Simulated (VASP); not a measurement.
Crystal: Be2ZnO3.

```
CELL_PARAMETERS angstrom
4.37739 -2.53750 0.01217
4.40093 2.57847 -0.07394
-0.03280 -0.07956 4.62426
ATOMIC_POSITIONS crystal
Be 0.50556 0.85467 0.51836
Be 0.83855 0.51247 0.99680
Be 0.14889 0.49073 0.50062
Be 0.49866 0.17651 0.03343
Zn 0.19298 0.81658 0.00583
Zn 0.84028 0.18288 0.49585
O 0.54801 0.85261 0.85445
O 0.16263 0.44885 0.87008
O 0.77593 0.22326 0.92676
O 0.83013 0.55924 0.38474
O 0.46359 0.17087 0.35549
O 0.24202 0.76280 0.43393
```

The cell was built by a generator and needn't be a form met in nature.

* Program: VASP 6.6.1
* Task: relaxation of cell and atoms
* Functional: PBE
* Potentials or basis: VASP PAW PBE potentials, release 64 (Be, Zn, O)
* Cutoff: 520 eV
* k mesh: 4 × 4 × 4
* Occupations: gaussian, width 0.05 eV
* Spin: no spin polarisation

At the start: pressure -1.7 GPa; volume 8.65 Å³/atom.

Task: Where does the relaxation end?

Result: Over 10 steps the energy falls by 65.5 meV/atom and the volume is 8.47 Å³/atom (-2.1 %); space group Cmc2_1 (No. 36, to 0.05 Å).

The path:
```
step  energy change (eV)  largest force (eV/Å)  pressure (GPa)  volume (Å³)
   1              0.0000                2.7065           -1.68       103.80
   2             -0.6660                0.6884           -1.32       102.41
   3             -0.6660                0.6926           -1.12       102.41
   4             -0.7574                0.3613            0.39       101.39
   5             -0.7636                0.2877            1.17       101.05
   6             -0.7824                0.1022           -0.31       101.83
   7             -0.7824                0.1007           -0.62       101.86
   8             -0.7851                0.0509            0.32       101.48
   9             -0.7851                0.0503            0.20       101.47
  10             -0.7859                0.0277           -0.12       101.60
```

Final structure:
```
CELL_PARAMETERS angstrom
4.36574 -2.50726 -0.00148
4.36743 2.50989 0.00076
0.00003 0.00363 4.63745
ATOMIC_POSITIONS crystal
Be 0.51808 0.83814 0.50907
Be 0.83716 0.51840 0.00876
Be 0.17062 0.49016 0.50909
Be 0.48966 0.17065 0.00882
Zn 0.18366 0.82406 0.99961
Zn 0.82509 0.18391 0.49885
O 0.55230 0.84073 0.86872
O 0.16748 0.45553 0.86864
O 0.78687 0.22128 0.93366
O 0.83991 0.55348 0.36859
O 0.45512 0.16832 0.36853
O 0.22129 0.78683 0.43401
```
